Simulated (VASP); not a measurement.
Calculation: PBE GGA, VASP's PBE PAW potentials (set 64) (plane waves; VASP 6.6.1).

VASP ran on this input.

### KPOINTS
```
kpoints
0
G
8 8 8
0 0 0
```

### INCAR
```
ALGO = Normal
AMIX = 0.05
BMIX = 0.0001
EDIFF = 1E-6
ENCUT = 400
GGA = PE
IMIX = 1
ISIF = 2
ISMEAR = 0
LASPH = T
LCHARG = F
LREAL = F
LWAVE = F
NELM = 100
PREC = Accurate
SIGMA = 0.05
SYSTEM = Si
```

### POSCAR
```
Si
1
    0.0000000000     2.7698100000     2.7698100000
    2.7698100000     0.0000000000     2.7698100000
    2.7698100000     2.7698100000     0.0000000000
Si
2
Direct
  0.0000000000   0.0000000000   0.0000000000
  0.2500000000   0.2500000000   0.2500000000
```

POTCAR, in this order: Si (PBE.64 set). Program: vasp_std.

Output

### OSZICAR
```
       N       E                     dE             d eps       ncg     rms          rms(c)
DAV:   1     0.423426343202E+01    0.42343E+01   -0.28882E+03   464   0.629E+02
DAV:   2    -0.107781684470E+02   -0.15012E+02   -0.14065E+02   688   0.736E+01
DAV:   3    -0.109767355796E+02   -0.19857E+00   -0.19857E+00   640   0.106E+01
DAV:   4    -0.109775940206E+02   -0.85844E-03   -0.85844E-03   712   0.739E-01
DAV:   5    -0.109775945692E+02   -0.54856E-06   -0.54853E-06   640   0.187E-02    0.451E+00
DAV:   6    -0.109595730284E+02    0.18022E-01   -0.15272E-03   616   0.203E-01    0.428E+00
DAV:   7    -0.109436461139E+02    0.15927E-01   -0.13723E-03   624   0.195E-01    0.407E+00
DAV:   8    -0.109295994121E+02    0.14047E-01   -0.11814E-03   576   0.182E-01    0.387E+00
DAV:   9    -0.109172286119E+02    0.12371E-01   -0.10285E-03   600   0.171E-01    0.368E+00
DAV:  10    -0.109063473672E+02    0.10881E-01   -0.89113E-04   568   0.160E-01    0.349E+00
DAV:  11    -0.108967862061E+02    0.95612E-02   -0.77601E-04   600   0.150E-01    0.331E+00
DAV:  12    -0.108883923720E+02    0.83938E-02   -0.67371E-04   536   0.140E-01    0.315E+00
DAV:  13    -0.108810290181E+02    0.73634E-02   -0.58771E-04   632   0.131E-01    0.299E+00
DAV:  14    -0.108745735485E+02    0.64555E-02   -0.50778E-04   544   0.123E-01    0.284E+00
DAV:  15    -0.108689171063E+02    0.56564E-02   -0.44465E-04   608   0.116E-01    0.269E+00
DAV:  16    -0.108639630814E+02    0.49540E-02   -0.38406E-04   544   0.108E-01    0.255E+00
DAV:  17    -0.108596259299E+02    0.43372E-02   -0.33585E-04   608   0.102E-01    0.242E+00
DAV:  18    -0.108558300984E+02    0.37958E-02   -0.29048E-04   552   0.953E-02    0.230E+00
DAV:  19    -0.108525089506E+02    0.33211E-02   -0.25394E-04   616   0.894E-02    0.218E+00
DAV:  20    -0.108496038196E+02    0.29051E-02   -0.21979E-04   552   0.840E-02    0.207E+00
DAV:  21    -0.108470631367E+02    0.25407E-02   -0.19229E-04   616   0.788E-02    0.196E+00
DAV:  22    -0.108448415817E+02    0.22216E-02   -0.16642E-04   560   0.740E-02    0.186E+00
DAV:  23    -0.108428993697E+02    0.19422E-02   -0.14571E-04   624   0.695E-02    0.176E+00
DAV:  24    -0.108412016108E+02    0.16978E-02   -0.12623E-04   576   0.653E-02    0.167E+00
DAV:  25    -0.108397177151E+02    0.14839E-02   -0.11048E-04   608   0.614E-02    0.158E+00
DAV:  26    -0.108384208902E+02    0.12968E-02   -0.95883E-05   568   0.577E-02    0.150E+00
DAV:  27    -0.108372876712E+02    0.11332E-02   -0.83979E-05   608   0.542E-02    0.142E+00
DAV:  28    -0.108362975123E+02    0.99016E-03   -0.72945E-05   576   0.511E-02    0.135E+00
DAV:  29    -0.108354324317E+02    0.86508E-03   -0.63926E-05   608   0.480E-02    0.128E+00
DAV:  30    -0.108346767024E+02    0.75573E-03   -0.55584E-05   568   0.452E-02    0.121E+00
DAV:  31    -0.108340165658E+02    0.66014E-03   -0.48773E-05   616   0.425E-02    0.115E+00
DAV:  32    -0.108334399855E+02    0.57658E-03   -0.42414E-05   568   0.401E-02    0.109E+00
DAV:  33    -0.108329364390E+02    0.50355E-03   -0.37278E-05   608   0.377E-02    0.103E+00
DAV:  34    -0.108324967293E+02    0.43971E-03   -0.32434E-05   552   0.356E-02    0.976E-01
DAV:  35    -0.108321128109E+02    0.38392E-03   -0.28545E-05   608   0.335E-02    0.924E-01
DAV:  36    -0.108317776517E+02    0.33516E-03   -0.24858E-05   560   0.316E-02    0.875E-01
DAV:  37    -0.108314850978E+02    0.29255E-03   -0.21894E-05   616   0.298E-02    0.829E-01
DAV:  38    -0.108312297779E+02    0.25532E-03   -0.19104E-05   560   0.282E-02    0.785E-01
DAV:  39    -0.108310069899E+02    0.22279E-03   -0.16825E-05   600   0.265E-02    0.744E-01
DAV:  40    -0.108308126254E+02    0.19436E-03   -0.14704E-05   552   0.251E-02    0.704E-01
DAV:  41    -0.108306430994E+02    0.16953E-03   -0.12967E-05   608   0.236E-02    0.667E-01
DAV:  42    -0.108304952703E+02    0.14783E-03   -0.11328E-05   552   0.224E-02    0.631E-01
DAV:  43    -0.108303663954E+02    0.12887E-03   -0.10017E-05   600   0.210E-02    0.598E-01
DAV:  44    -0.108302540772E+02    0.11232E-03   -0.87536E-06   536   0.199E-02    0.566E-01
DAV:  45    -0.108301562186E+02    0.97859E-04   -0.77442E-06   552   0.188E-02    0.536E-01
DAV:  46    -0.108300709890E+02    0.85230E-04   -0.67878E-06   512   0.178E-02    0.507E-01
DAV:  47    -0.108299967857E+02    0.74203E-04   -0.59992E-06   528   0.167E-02    0.480E-01
DAV:  48    -0.108299322105E+02    0.64575E-04   -0.52689E-06   512   0.158E-02    0.454E-01
DAV:  49    -0.108298760381E+02    0.56172E-04   -0.46572E-06   488   0.149E-02    0.430E-01
DAV:  50    -0.108298272003E+02    0.48838E-04   -0.41063E-06   512   0.141E-02    0.407E-01
DAV:  51    -0.108297847612E+02    0.42439E-04   -0.36234E-06   480   0.133E-02    0.385E-01
DAV:  52    -0.108297479046E+02    0.36857E-04   -0.32012E-06   480   0.126E-02    0.365E-01
DAV:  53    -0.108297159129E+02    0.31992E-04   -0.27875E-06   368   0.119E-02    0.345E-01
DAV:  54    -0.108296881609E+02    0.27752E-04   -0.25638E-06   392   0.117E-02    0.327E-01
DAV:  55    -0.108296641109E+02    0.24050E-04   -0.23341E-06   352   0.112E-02    0.309E-01
DAV:  56    -0.108296432850E+02    0.20826E-04   -0.20272E-06   344   0.106E-02    0.292E-01
DAV:  57    -0.108296252699E+02    0.18015E-04   -0.18358E-06   328   0.101E-02    0.277E-01
DAV:  58    -0.108296097001E+02    0.15570E-04   -0.15717E-06   272   0.944E-03    0.262E-01
DAV:  59    -0.108295962597E+02    0.13440E-04   -0.14405E-06   296   0.917E-03    0.248E-01
DAV:  60    -0.108295846742E+02    0.11586E-04   -0.12407E-06   288   0.849E-03    0.234E-01
DAV:  61    -0.108295746951E+02    0.99790E-05   -0.10924E-06   232   0.809E-03    0.222E-01
DAV:  62    -0.108295661167E+02    0.85785E-05   -0.99802E-07   288   0.777E-03    0.210E-01
DAV:  63    -0.108295587520E+02    0.73647E-05   -0.84774E-07   232   0.717E-03    0.198E-01
DAV:  64    -0.108295524397E+02    0.63124E-05   -0.77472E-07   232   0.696E-03    0.188E-01
DAV:  65    -0.108295470424E+02    0.53972E-05   -0.68390E-07   256   0.652E-03    0.177E-01
DAV:  66    -0.108295424356E+02    0.46068E-05   -0.60062E-07   232   0.615E-03    0.168E-01
DAV:  67    -0.108295385129E+02    0.39227E-05   -0.54164E-07   232   0.590E-03    0.159E-01
DAV:  68    -0.108295351826E+02    0.33302E-05   -0.48169E-07   240   0.557E-03    0.150E-01
DAV:  69    -0.108295323636E+02    0.28190E-05   -0.42704E-07   232   0.526E-03    0.142E-01
DAV:  70    -0.108295299857E+02    0.23779E-05   -0.38501E-07   256   0.501E-03    0.134E-01
DAV:  71    -0.108295279877E+02    0.19980E-05   -0.34036E-07   232   0.474E-03    0.127E-01
DAV:  72    -0.108295263164E+02    0.16712E-05   -0.30633E-07   232   0.452E-03    0.120E-01
DAV:  73    -0.108295249262E+02    0.13902E-05   -0.27363E-07   256   0.427E-03    0.113E-01
DAV:  74    -0.108295237767E+02    0.11496E-05   -0.24416E-07   232   0.405E-03    0.107E-01
DAV:  75    -0.108295228331E+02    0.94352E-06   -0.21894E-07   232   0.386E-03
   1 F= -.10829523E+02 E0= -.10829523E+02  d E =-.270112E-16
```

### OUTCAR
```
------------------------ aborting loop because EDIFF is reached ----------------------------------------
  FORCE on cell =-STRESS in cart. coord.  units (eV):
  Direction    XX          YY          ZZ          XY          YZ          ZX
  --------------------------------------------------------------------------------------
  Total       -0.8280045     -0.8280045     -0.8280045      0.0000000      0.0000000      0.0000000
  in kB      -31.2149990    -31.2149990    -31.2149990      0.0000000      0.0000000      0.0000000
  external PRESSURE =     -31.2149990 kB  Pullay stress =       0.0000000 kB
  volume of cell :       42.50
      direct lattice vectors                 reciprocal lattice vectors
     0.000000000  2.769810000  2.769810000    -0.180517797  0.180517797  0.180517797
     2.769810000  0.000000000  2.769810000     0.180517797 -0.180517797  0.180517797
     2.769810000  2.769810000  0.000000000     0.180517797  0.180517797 -0.180517797
 POSITION                                       TOTAL-FORCE (eV/Angst)
 -----------------------------------------------------------------------------------
      0.00000      0.00000      0.00000        -0.000000     -0.000000     -0.000000
      1.38491      1.38491      1.38491         0.000000      0.000000      0.000000
 -----------------------------------------------------------------------------------
    total drift:                                0.000000      0.000000     -0.000000
  FREE ENERGIE OF THE ION-ELECTRON SYSTEM (eV)
  ---------------------------------------------------
  free  energy   TOTEN  =       -10.8295228331 eV

  energy  without entropy=      -10.8295228331  energy(sigma->0) =      -10.82952283
```
(Selected blocks of OUTCAR.)

The compound is Si in the diamond structure. The cell was not relaxed at this level. The run is one of a series of settings (AMIX = 0.05, BMIX = 0.0001, IMIX = 1 against the base run), some of them coarse on purpose.
